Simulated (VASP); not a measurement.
Output of a VASP run:

OSZICAR:
```
       N       E                     dE             d eps       ncg     rms          rms(c)
DAV:   1     0.101125786441E+03    0.10113E+03   -0.12558E+04  2402   0.107E+03
DAV:   2    -0.615660152576E+02   -0.16269E+03   -0.15402E+03  3408   0.228E+02
DAV:   3    -0.704925321821E+02   -0.89265E+01   -0.88862E+01  2944   0.603E+01
DAV:   4    -0.705901798443E+02   -0.97648E-01   -0.97556E-01  2879   0.709E+00
DAV:   5    -0.705920038442E+02   -0.18240E-02   -0.18239E-02  2919   0.962E-01    0.158E+01
DAV:   6    -0.624204560458E+02    0.81715E+01   -0.36774E+01  2734   0.320E+01    0.603E+00
DAV:   7    -0.623636192643E+02    0.56837E-01   -0.80602E-01  2789   0.568E+00    0.401E+00
DAV:   8    -0.622944304970E+02    0.69189E-01   -0.99055E-02  2749   0.265E+00    0.486E-01
DAV:   9    -0.622907710678E+02    0.36594E-02   -0.14205E-02  2929   0.650E-01    0.314E-01
DAV:  10    -0.622913161962E+02   -0.54513E-03   -0.30167E-03  2899   0.311E-01    0.200E-01
DAV:  11    -0.622911615264E+02    0.15467E-03   -0.59174E-04  2854   0.146E-01    0.489E-02
DAV:  12    -0.622911611312E+02    0.39524E-06   -0.42125E-05  2866   0.449E-02    0.217E-02
DAV:  13    -0.622911602176E+02    0.91354E-06   -0.14051E-06  1883   0.974E-03
   1 F= -.62291160E+02 E0= -.62291160E+02  d E =-.300698E-08
```

### OUTCAR
```
------------------------ aborting loop because EDIFF is reached ----------------------------------------
  FORCE on cell =-STRESS in cart. coord.  units (eV):
  Direction    XX          YY          ZZ          XY          YZ          ZX
  --------------------------------------------------------------------------------------
  Total       -8.2128522     -8.2128519     -9.4144693      0.0000000      0.0000000      0.0000000
  in kB     -146.5263657   -146.5263616   -167.9645437      0.0000000      0.0000000      0.0000000
  external PRESSURE =    -153.6724237 kB  Pullay stress =       0.0000000 kB
  volume of cell :       89.80
      direct lattice vectors                 reciprocal lattice vectors
     3.164010000  0.000000000  0.000000000     0.316054627  0.182474226  0.000000000
    -1.582005000  2.740113000  0.000000000     0.000000000  0.364948453  0.000000000
     0.000000000  0.000000000 10.358157000     0.000000000  0.000000000  0.096542271
  FREE ENERGIE OF THE ION-ELECTRON SYSTEM (eV)
  ---------------------------------------------------
  free  energy   TOTEN  =       -62.2911602176 eV

  energy  without entropy=      -62.2911602146  energy(sigma->0) =      -62.29116022
```
(Selected blocks of OUTCAR.)

### POSCAR
```
AlN
1
    3.1640100000     0.0000000000     0.0000000000
   -1.5820050000     2.7401130000     0.0000000000
    0.0000000000     0.0000000000    10.3581570000
Al N
4 4
Direct
  0.0000000000   0.0000000000   0.0000000000
  0.0000000000   0.0000000000   0.5000000000
  0.6666670000   0.3333330000   0.7501800000
  0.3333330000   0.6666670000   0.2501800000
  0.0000000000   0.0000000000   0.8121600000
  0.0000000000   0.0000000000   0.3121600000
  0.6666670000   0.3333330000   0.5632900000
  0.3333330000   0.6666670000   0.0632900000
```

**Question.** Reconstruct the remaining input files.

**Answer.** Several could match; the one computed here: the input of the run itself, PBEsol GGA, plane waves, VASP's PBE PAW potentials (set 64).

File KPOINTS:
```
Automatic
0
G
12 12 4
```

**INCAR**
```
! general
SYSTEM = AlN
PREC   = Accurate
ENCUT  = 400
LREAL  = .FALSE.
LASPH  = .TRUE.

! electronic loop
EDIFF  = 1E-6
NELM   = 100
ALGO   = Normal

! smearing
ISMEAR = -1
SIGMA  = 0.1

! functional
GGA    = PS

! ions
ISIF   = 2

! output
LWAVE  = .FALSE.
LCHARG = .FALSE.
```

POTCAR, in this order: Al N (PBE.64 set). Program: vasp_std.

At this cut-off the stress carries a Pulay error, which pulls relaxed volumes low.

The structure was generated: AlN was put into an ordered model structure, which need not be its known phase. The cell was not relaxed at this level. The run is one of a series of settings (GGA = PS against the base run), some of them coarse on purpose.
